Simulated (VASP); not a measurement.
Computed with PBE GGA, VASP's PBE PAW potentials (set 64) (plane waves; VASP).

VASP input:

### KPOINTS
```
Automatic
0
Gamma
1 1 1
0 0 0
```

**POSCAR**
```
S atom
1
   12.0000000000     0.0000000000     0.0000000000
    0.0000000000    12.5000000000     0.0000000000
    0.0000000000     0.0000000000    13.0000000000
S
1
Direct
  0.0000000000   0.0000000000   0.0000000000
```

**INCAR**
```
SYSTEM = S atom
PREC = Normal
ENCUT = 520
EDIFF = 1E-6
NELM = 100
ALGO = Normal
LREAL = .FALSE.
LASPH = .TRUE.
ISMEAR = 0
SIGMA = 0.01
GGA = PE
ISPIN = 2
MAGMOM = 2
LORBIT = 10
LWAVE = .TRUE.
LCHARG = .FALSE.
ISYM = 0
NUPDOWN = 2
```

POTCAR, in this order: S (PBE.64 set). Program: vasp_gam.

Output

File OSZICAR:
```
       N       E                     dE             d eps       ncg     rms          rms(c)
DAV:   1     0.354334119721E+02    0.35433E+02   -0.83208E+02    32   0.300E+02
DAV:   2     0.140518917676E+02   -0.21382E+02   -0.21382E+02    64   0.372E+01
DAV:   3    -0.611415538504E-01   -0.14113E+02   -0.14113E+02    48   0.345E+01
DAV:   4    -0.861128355093E+00   -0.79999E+00   -0.79375E+00    32   0.104E+01
DAV:   5    -0.868635385877E+00   -0.75070E-02   -0.72986E-02    64   0.136E+00    0.857E-01
DAV:   6    -0.878730260273E+00   -0.10095E-01   -0.42316E-02    32   0.183E+00    0.825E-01
DAV:   7    -0.881753099091E+00   -0.30228E-02   -0.16773E-03    56   0.387E-01    0.168E+00
DAV:   8    -0.888062051385E+00   -0.63090E-02   -0.38610E-04    32   0.118E-01    0.216E+00
DAV:   9    -0.887722236826E+00    0.33981E-03   -0.10415E-02    32   0.753E-02    0.166E+00
DAV:  10    -0.890734377232E+00   -0.30121E-02   -0.18032E-01    32   0.512E-01    0.309E+00
DAV:  11    -0.880556622692E+00    0.10178E-01   -0.11994E-01    32   0.396E-01    0.144E+00
DAV:  12    -0.893419371488E+00   -0.12863E-01   -0.92516E-02    48   0.280E-01    0.297E+00
DAV:  13    -0.886600513813E+00    0.68189E-02   -0.19439E-01    32   0.315E-01    0.285E+00
DAV:  14    -0.884462968184E+00    0.21375E-02   -0.24469E-02    48   0.147E-01    0.264E+00
DAV:  15    -0.882035476931E+00    0.24275E-02   -0.41792E-02    40   0.165E-01    0.216E+00
DAV:  16    -0.878857098628E+00    0.31784E-02   -0.12337E-02    40   0.128E-01    0.375E-01
DAV:  17    -0.878985225563E+00   -0.12813E-03   -0.38171E-04    40   0.481E-02    0.179E-01
DAV:  18    -0.879004377831E+00   -0.19152E-04   -0.35759E-04    48   0.169E-02    0.843E-02
DAV:  19    -0.879017165586E+00   -0.12788E-04   -0.10858E-05    32   0.939E-03    0.192E-02
DAV:  20    -0.879028567777E+00   -0.11402E-04   -0.65133E-06    32   0.391E-03    0.204E-02
DAV:  21    -0.879038863311E+00   -0.10296E-04   -0.22757E-05    32   0.524E-03    0.473E-02
DAV:  22    -0.879043239316E+00   -0.43760E-05   -0.18307E-05    32   0.594E-03    0.168E-02
DAV:  23    -0.879047155169E+00   -0.39159E-05   -0.18755E-07    32   0.327E-03    0.516E-03
DAV:  24    -0.879051282921E+00   -0.41278E-05   -0.10222E-06    32   0.148E-03    0.102E-02
DAV:  25    -0.879054589580E+00   -0.33067E-05   -0.14770E-06    32   0.142E-03    0.582E-03
DAV:  26    -0.879056102219E+00   -0.15126E-05   -0.22777E-07    32   0.101E-03    0.177E-03
DAV:  27    -0.879057225312E+00   -0.11231E-05   -0.23112E-08    32   0.502E-04    0.956E-04
DAV:  28    -0.879058372621E+00   -0.11473E-05   -0.25560E-08    32   0.482E-04    0.629E-04
DAV:  29    -0.879058838066E+00   -0.46544E-06   -0.87069E-09    32   0.262E-04
   1 F= -.87905884E+00 E0= -.87520228E+00  d E =-.771312E-02  mag=     2.0000
```

### OUTCAR
```
------------------------ aborting loop because EDIFF is reached ----------------------------------------
  FORCE on cell =-STRESS in cart. coord.  units (eV):
  Direction    XX          YY          ZZ          XY          YZ          ZX
  --------------------------------------------------------------------------------------
  Total       -0.0091120     -0.0079175     -0.0081767     -0.0000614     -0.0000415      0.0001058
  in kB       -0.0074867     -0.0065053     -0.0067182     -0.0000505     -0.0000341      0.0000870
  external PRESSURE =      -0.0069034 kB  Pullay stress =       0.0000000 kB
  volume of cell :     1950.00
      direct lattice vectors                 reciprocal lattice vectors
    12.000000000  0.000000000  0.000000000     0.083333333  0.000000000  0.000000000
     0.000000000 12.500000000  0.000000000     0.000000000  0.080000000  0.000000000
     0.000000000  0.000000000 13.000000000     0.000000000  0.000000000  0.076923077
 POSITION                                       TOTAL-FORCE (eV/Angst)
 -----------------------------------------------------------------------------------
      0.00000      0.00000      0.00000        -0.000000     -0.000000      0.000000
 -----------------------------------------------------------------------------------
    total drift:                               -0.000000     -0.000000      0.000000
  FREE ENERGIE OF THE ION-ELECTRON SYSTEM (eV)
  ---------------------------------------------------
  free  energy   TOTEN  =        -0.8790588381 eV

  energy  without entropy=       -0.8713457222  energy(sigma->0) =       -0.87520228

 total charge

# of ion       s       p       d       tot
------------------------------------------
    1        1.400   2.094   0.000   3.494

 magnetization (x)

# of ion       s       p       d       tot
------------------------------------------
    1        0.025   1.093   0.000   1.118
```
(Selected blocks of OUTCAR.)

The atom may not be in its lowest state.

The cell is a free atom in a box.
